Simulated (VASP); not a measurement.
An input for Ansatz (written as the equivalent of a VASP run, and not itself run):

Ansatz 0.2 input:
```yaml
crystal:
  lattice:
    - [0.0000000, 2.9865470, 2.9865470]
    - [2.9865470, 0.0000000, 2.9865470]
    - [2.9865470, 2.9865470, 0.0000000]
  atoms:
    - { symbol: V, position: [0.0000000, 0.0000000, 0.0000000], spin: 4 }
    - { symbol: Se, position: [0.2500000, 0.2500000, 0.2500000] }
    - { symbol: Se, position: [0.7500000, 0.7500000, 0.7500000] }
kpoints:
  mp_grid: { grid: [6, 6, 6] }
hamiltonian:
  xc: pbe
  pseudopotentials: { kind: paw }
magnetization: { spin_polarized: true }
scf:
  occupations: { method: gaussian, width: 0.05 }
  max_iter: 100
output: { forces: true, stress: true, eigenvalues: true }
```

Task: Translate this input to VASP (INCAR, KPOINTS, POSCAR, choice of POTCAR).

Result: One answer among several that fit: 
**KPOINTS**
```
Regular mesh
0
Gamma
6 6 6
0 0 0
```

File POSCAR:
```
VSe2
1.0
  0.0000000000   2.9865470000   2.9865470000
  2.9865470000   0.0000000000   2.9865470000
  2.9865470000   2.9865470000   0.0000000000
V Se
1 2
Cartesian
  0.0000000000   0.0000000000   0.0000000000
  1.4932735000   1.4932735000   1.4932735000
  4.4798205000   4.4798205000   4.4798205000
```

**INCAR**
```
SYSTEM = VSe2
PREC = Accurate; ENCUT = 400; LREAL = F
LASPH = T
EDIFF = 1E-6; NELM = 100; ALGO = Normal
LMAXMIX = 4
ISMEAR = 0; SIGMA = 0.05
GGA = PE
MAGMOM = 4.0 2*0.0
ISPIN = 2
ISIF = 2
LWAVE = F; LCHARG = F; LORBIT = 10
```

POTCAR, in this order: V_sv Se (PBE.64 set). Program: vasp_std.

Limits of the translation: each code has its own PAW files, so the cut-off isn't converted (ENCUT is set for VASP's; basis.ecutwfc is left out, and Ansatz then takes the one that its files recommend); Ansatz stops its SCF on the density residual and VASP on the energy change (EDIFF).

The structure was generated: VSe2 was put into the fluorite type (Fm-3m), which need not be its known phase. The cell was not relaxed at this level. The k-mesh is coarse (spacing up to 0.30 per Å, 2π included), so the numbers may not be converged in it. The run is one of a series of settings (MAGMOM = 4.0 0.0 0.0 against the base run), some of them coarse on purpose.
